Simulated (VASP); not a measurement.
Level of theory: PBE GGA, VASP's PBE PAW potentials (set 64) (plane waves; VASP 6.6.1).

Input for VASP

**KPOINTS**
```
Automatic mesh
0
Gamma
15 15 8
0 0 0
```

**POSCAR**
```
Co
2.490280
  0.4999999301  -0.8660253755   0.0000000000
  0.4999999301   0.8660253755   0.0000000000
  0.0000000000   0.0000000000   1.6155609917
Co
2
Cartesian
  0.4999999301   0.2886757025   0.4038902479
  0.4999999301  -0.2886757025   1.2116707438
```

**INCAR**
```
! general
SYSTEM  = Co
PREC    = Accurate
ENCUT   = 530
LREAL   = .FALSE.
LASPH   = .TRUE.

! electronic loop
EDIFF   = 1E-7
NELM    = 100
ALGO    = Normal
LMAXMIX = 4

! smearing
ISMEAR  = 1
SIGMA   = 0.1

! functional
GGA     = PE

! spin
ISPIN   = 2
MAGMOM  = 1.6 1.6

! ions
IBRION  = 6
NSW     = 1
ISIF    = 3
POTIM   = 0.015
NFREE   = 2

! output
LWAVE   = .FALSE.
LCHARG  = .FALSE.
LORBIT  = 10
```

POTCAR, in this order: Co (PBE.64 set). Program: vasp_std.

What VASP printed:

File OSZICAR:
```
...
DAV:   5    -0.140712558993E+02   -0.10646E-02   -0.19898E-04 45126   0.237E-01    0.260E-02
DAV:   6    -0.140716035087E+02   -0.34761E-03   -0.26472E-05 38764   0.677E-02    0.873E-03
DAV:   7    -0.140716571987E+02   -0.53690E-04   -0.29649E-06 40153   0.237E-02    0.408E-03
DAV:   8    -0.140716643630E+02   -0.71643E-05   -0.30730E-07 30061   0.766E-03    0.922E-04
DAV:   9    -0.140716650508E+02   -0.68777E-06   -0.38853E-08 17867   0.267E-03    0.304E-04
DAV:  10    -0.140716663957E+02   -0.13450E-05   -0.71246E-09 17027   0.113E-03    0.205E-04
DAV:  11    -0.140716656807E+02    0.71508E-06   -0.23024E-09 16831   0.650E-04    0.105E-04
DAV:  12    -0.140716660907E+02   -0.41008E-06   -0.97125E-10 16684   0.393E-04    0.224E-05
DAV:  13    -0.140716662798E+02   -0.18906E-06   -0.45855E-10 16285   0.240E-04    0.225E-05
DAV:  14    -0.140716662362E+02    0.43589E-07   -0.22409E-10 15998   0.181E-04
  10 F= -.14071666E+02 E0= -.14071772E+02  d E =0.316281E-03  mag=     3.2414
       N       E                     dE             d eps       ncg     rms          rms(c)
DAV:   1    -0.141118336388E+02   -0.40167E-01   -0.85149E-01 34715   0.765E+00    0.142E+00
DAV:   2    -0.140811818984E+02    0.30652E-01   -0.20242E-02 40853   0.298E+00    0.732E-01
DAV:   3    -0.140713860260E+02    0.97959E-02   -0.18104E-02 39530   0.152E+00    0.231E-01
DAV:   4    -0.140717969595E+02   -0.41093E-03   -0.13920E-03 37873   0.539E-01    0.560E-02
DAV:   5    -0.140716927221E+02    0.10424E-03   -0.13745E-04 45907   0.185E-01    0.376E-02
DAV:   6    -0.140716640945E+02    0.28628E-04   -0.43652E-05 41491   0.101E-01    0.158E-02
DAV:   7    -0.140716660246E+02   -0.19301E-05   -0.36112E-06 42349   0.270E-02    0.729E-03
DAV:   8    -0.140716662579E+02   -0.23334E-06   -0.28230E-07 28307   0.606E-03    0.179E-03
DAV:   9    -0.140716662402E+02    0.17706E-07   -0.35968E-08 17594   0.249E-03
  11 F= -.14071666E+02 E0= -.14071772E+02  d E =0.316226E-03  mag=     3.2414
       N       E                     dE             d eps       ncg     rms          rms(c)
DAV:   1    -0.140885592493E+02   -0.16893E-01   -0.64444E-01 36503   0.677E+00    0.901E-01
DAV:   2    -0.140755706621E+02    0.12989E-01   -0.10440E-02 41490   0.185E+00    0.502E-01
DAV:   3    -0.140713351253E+02    0.42355E-02   -0.78719E-03 42642   0.127E+00    0.195E-01
DAV:   4    -0.140715043837E+02   -0.16926E-03   -0.96058E-04 39373   0.432E-01    0.606E-02
DAV:   5    -0.140715458211E+02   -0.41437E-04   -0.18303E-04 46570   0.224E-01    0.246E-02
DAV:   6    -0.140716751284E+02   -0.12931E-03   -0.22078E-05 40783   0.670E-02    0.851E-03
DAV:   7    -0.140716595423E+02    0.15586E-04   -0.23733E-06 40570   0.227E-02    0.420E-03
DAV:   8    -0.140716684251E+02   -0.88828E-05   -0.20032E-07 24798   0.630E-03    0.973E-04
DAV:   9    -0.140716669131E+02    0.15120E-05   -0.35877E-08 17181   0.264E-03    0.227E-04
DAV:  10    -0.140716670211E+02   -0.10802E-06   -0.67812E-09 16306   0.105E-03    0.164E-04
DAV:  11    -0.140716671280E+02   -0.10693E-06   -0.19762E-09 16054   0.583E-04    0.695E-05
DAV:  12    -0.140716671413E+02   -0.13298E-07   -0.77262E-10 15704   0.315E-04
  12 F= -.14071667E+02 E0= -.14071772E+02  d E =0.314860E-03  mag=     3.2415
       N       E                     dE             d eps       ncg     rms          rms(c)
DAV:   1    -0.141119101687E+02   -0.40243E-01   -0.86111E-01 35518   0.773E+00    0.142E+00
DAV:   2    -0.140811676434E+02    0.30743E-01   -0.19677E-02 40822   0.293E+00    0.731E-01
DAV:   3    -0.140713836113E+02    0.97840E-02   -0.18070E-02 39785   0.152E+00    0.231E-01
DAV:   4    -0.140717982808E+02   -0.41467E-03   -0.13936E-03 38170   0.536E-01    0.550E-02
DAV:   5    -0.140716921130E+02    0.10617E-03   -0.14129E-04 46225   0.188E-01    0.371E-02
DAV:   6    -0.140716648550E+02    0.27258E-04   -0.42430E-05 41460   0.980E-02    0.158E-02
DAV:   7    -0.140716668884E+02   -0.20334E-05   -0.35916E-06 42026   0.269E-02    0.740E-03
DAV:   8    -0.140716671358E+02   -0.24744E-06   -0.25112E-07 27578   0.549E-03    0.169E-03
DAV:   9    -0.140716671228E+02    0.13019E-07   -0.35209E-08 17216   0.271E-03
  13 F= -.14071667E+02 E0= -.14071772E+02  d E =0.314806E-03  mag=     3.2415
       N       E                     dE             d eps       ncg     rms          rms(c)
DAV:   1    -0.140759867711E+02   -0.43196E-02   -0.11789E+00 36658   0.878E+00    0.698E-01
DAV:   2    -0.140744990299E+02    0.14877E-02   -0.21974E-02 45199   0.182E+00    0.403E-01
DAV:   3    -0.140725963855E+02    0.19026E-02   -0.20291E-03 46996   0.544E-01    0.247E-01
DAV:   4    -0.140728180120E+02   -0.22163E-03   -0.17207E-03 50180   0.558E-01    0.290E-02
DAV:   5    -0.140728154618E+02    0.25501E-05   -0.13636E-04 38380   0.133E-01    0.882E-03
DAV:   6    -0.140728224130E+02   -0.69512E-05   -0.38775E-06 49490   0.185E-02    0.536E-03
DAV:   7    -0.140728232019E+02   -0.78887E-06   -0.78523E-07 39527   0.790E-03    0.127E-03
DAV:   8    -0.140728237966E+02   -0.59473E-06   -0.66484E-08 23005   0.296E-03    0.429E-04
DAV:   9    -0.140728238911E+02   -0.94514E-07   -0.10710E-08 18476   0.124E-03
  14 F= -.14072824E+02 E0= -.14072928E+02  d E =0.313454E-03  mag=     3.2435
       N       E                     dE             d eps       ncg     rms          rms(c)
DAV:   1    -0.140636991352E+02    0.91247E-02   -0.20108E+00 33914   0.984E+00    0.840E-01
DAV:   2    -0.140719115108E+02   -0.82124E-02   -0.32354E-02 39390   0.208E+00    0.418E-01
DAV:   3    -0.140731462851E+02   -0.12348E-02   -0.13810E-03 40520   0.355E-01    0.882E-02
DAV:   4    -0.140728124094E+02    0.33388E-03   -0.51061E-04 37561   0.175E-01    0.494E-02
DAV:   5    -0.140728255406E+02   -0.13131E-04   -0.75906E-05 39253   0.750E-02    0.102E-02
DAV:   6    -0.140728247106E+02    0.82997E-06   -0.35767E-06 40005   0.199E-02    0.595E-03
DAV:   7    -0.140728238376E+02    0.87302E-06   -0.16151E-06 40653   0.105E-02    0.236E-03
DAV:   8    -0.140728238958E+02   -0.58203E-07   -0.28981E-07 36968   0.535E-03
  15 F= -.14072824E+02 E0= -.14072928E+02  d E =0.313428E-03  mag=     3.2435
       N       E                     dE             d eps       ncg     rms          rms(c)
DAV:   1    -0.140672362914E+02    0.55875E-02   -0.16845E+00 11520   0.922E+00    0.606E-01
DAV:   2    -0.140718455882E+02   -0.46093E-02   -0.25271E-02 14297   0.195E+00    0.310E-01
DAV:   3    -0.140726919298E+02   -0.84634E-03   -0.98537E-04 14349   0.303E-01    0.698E-02
DAV:   4    -0.140724883328E+02    0.20360E-03   -0.19307E-04 13463   0.120E-01    0.345E-02
DAV:   5    -0.140724838167E+02    0.45161E-05   -0.56794E-05 13135   0.624E-02    0.745E-03
DAV:   6    -0.140724800761E+02    0.37406E-05   -0.32887E-06 14645   0.185E-02    0.230E-03
DAV:   7    -0.140724793750E+02    0.70105E-06   -0.32656E-07 13519   0.577E-03    0.136E-03
DAV:   8    -0.140724789241E+02    0.45088E-06   -0.68665E-08  7790   0.296E-03    0.316E-04
DAV:   9    -0.140724788110E+02    0.11312E-06   -0.15880E-08  7167   0.154E-03    0.223E-04
DAV:  10    -0.140724788218E+02   -0.10804E-07   -0.54931E-09  6859   0.105E-03
  16 F= -.14072479E+02 E0= -.14072598E+02  d E =0.357127E-03  mag=     3.2445
       N       E                     dE             d eps       ncg     rms          rms(c)
DAV:   1    -0.140617844539E+02    0.10694E-01   -0.29461E+00 11527   0.120E+01    0.856E-01
DAV:   2    -0.140713415409E+02   -0.95571E-02   -0.45967E-02 14446   0.255E+00    0.434E-01
DAV:   3    -0.140727735463E+02   -0.14320E-02   -0.19835E-03 13836   0.431E-01    0.109E-01
DAV:   4    -0.140725000507E+02    0.27350E-03   -0.28530E-04 13690   0.155E-01    0.536E-02
DAV:   5    -0.140724789625E+02    0.21088E-04   -0.90930E-05 13096   0.808E-02    0.138E-02
DAV:   6    -0.140724790501E+02   -0.87603E-07   -0.63356E-06 14118   0.245E-02    0.365E-03
DAV:   7    -0.140724787849E+02    0.26528E-06   -0.79240E-07 14739   0.919E-03    0.220E-03
DAV:   8    -0.140724787868E+02   -0.19845E-08   -0.14290E-07  9229   0.436E-03
  17 F= -.14072479E+02 E0= -.14072598E+02  d E =0.357207E-03  mag=     3.2445
```

### OUTCAR
```
------------------------ aborting loop because EDIFF is reached ----------------------------------------
  FORCE on cell =-STRESS in cart. coord.  units (eV):
  Direction    XX          YY          ZZ          XY          YZ          ZX
  --------------------------------------------------------------------------------------
  Total        0.0835056      0.0835057      0.0989490     -0.0000000      0.0000000     -0.0000000
  in kB        6.1919574      6.1919587      7.3370860     -0.0000000      0.0000000     -0.0000000
  external PRESSURE =       6.5736674 kB  Pullay stress =       0.0000000 kB
  volume of cell :       21.61
      direct lattice vectors                 reciprocal lattice vectors
     1.245139826 -2.156645672  0.000000000     0.401561326 -0.231841515  0.000000000
     1.245139826  2.156645672  0.000000000     0.401561326  0.231841515  0.000000000
     0.000000000  0.000000000  4.023199227     0.000000000  0.000000000  0.248558409
 POSITION                                       TOTAL-FORCE (eV/Angst)
 -----------------------------------------------------------------------------------
      1.24514      0.71888      0.99080        -0.000000      0.000000      0.086417
      1.24514     -0.71888      3.01740         0.000000     -0.000000     -0.086417
 -----------------------------------------------------------------------------------
    total drift:                                0.000000      0.000019     -0.002268
  FREE ENERGIE OF THE ION-ELECTRON SYSTEM (eV)
  ---------------------------------------------------
  free  energy   TOTEN  =       -14.0724787868 eV

  energy  without entropy=      -14.0728359936  energy(sigma->0) =      -14.07259786

   1 f  =    6.910820 THz    43.421961 2PiTHz  230.520133 cm-1    28.580841 meV
             X         Y         Z           dx          dy          dz
      1.245140  0.718883  1.005800     0.000000    0.000000    0.707107
      1.245140 -0.718883  3.017399    -0.000000    0.000000   -0.707107

   2 f  =    4.671203 THz    29.350035 2PiTHz  155.814566 cm-1    19.318535 meV
             X         Y         Z           dx          dy          dz
      1.245140  0.718883  1.005800     0.000000    0.707107    0.000000
      1.245140 -0.718883  3.017399    -0.000000   -0.707107    0.000000

   3 f  =    4.671203 THz    29.350032 2PiTHz  155.814549 cm-1    19.318533 meV
             X         Y         Z           dx          dy          dz
      1.245140  0.718883  1.005800    -0.707107    0.000000    0.000000
      1.245140 -0.718883  3.017399     0.707107   -0.000000    0.000000

   4 f  =    0.000000 THz     0.000000 2PiTHz    0.000001 cm-1     0.000000 meV
             X         Y         Z           dx          dy          dz
      1.245140  0.718883  1.005800     0.000000   -0.707107    0.000000
      1.245140 -0.718883  3.017399    -0.000000   -0.707107    0.000000

   5 f  =    0.000000 THz     0.000000 2PiTHz    0.000000 cm-1     0.000000 meV
             X         Y         Z           dx          dy          dz
      1.245140  0.718883  1.005800     0.000000    0.000000    0.707107
      1.245140 -0.718883  3.017399    -0.000000    0.000000    0.707107

   6 f/i=    0.000000 THz     0.000000 2PiTHz    0.000001 cm-1     0.000000 meV
             X         Y         Z           dx          dy          dz
      1.245140  0.718883  1.005800     0.707107   -0.000000    0.000000
      1.245140 -0.718883  3.017399     0.707107   -0.000000    0.000000

 ELASTIC MODULI CONTR FROM IONIC RELAXATION (kBar)
 Direction    XX          YY          ZZ          XY          YZ          ZX
 --------------------------------------------------------------------------------
 XX        -154.2753    154.2754      0.0000      0.0000     -0.0000      0.0000
 YY         154.2754   -154.2754     -0.0000     -0.0000      0.0000      0.0000
 ZZ           0.0000     -0.0000     -0.0000     -0.0000      0.0000      0.0000
 XY           0.0000     -0.0000     -0.0000   -154.2754     -0.0000      0.0000
 YZ          -0.0000      0.0000      0.0000     -0.0000     -0.0000      0.0000
 ZX           0.0000      0.0000      0.0000      0.0000      0.0000      0.0000
 --------------------------------------------------------------------------------

 TOTAL ELASTIC MODULI (kBar)
 Direction    XX          YY          ZZ          XY          YZ          ZX
 --------------------------------------------------------------------------------
 XX        3674.8210   1664.6528   1129.2864      0.0000     -0.0000      0.0000
 YY        1664.6528   3674.8226   1129.2866     -0.0000      0.0000      0.0000
 ZZ        1129.2864   1129.2866   3990.5156     -0.0000      0.0000      0.0000
 XY           0.0000     -0.0000     -0.0000   1005.0845     -0.0000      0.0000
 YZ          -0.0000      0.0000      0.0000     -0.0000    958.5293      0.0000
 ZX           0.0000     -0.0000      0.0000     -0.0000      0.0000    958.5290
 --------------------------------------------------------------------------------
```
(Selected blocks of OUTCAR.)

Finite-difference elastic constants of metals are sensitive to mesh and smearing; shear constants can be off by tens of GPa.

The compound is Co in the hcp structure. It was relaxed first.
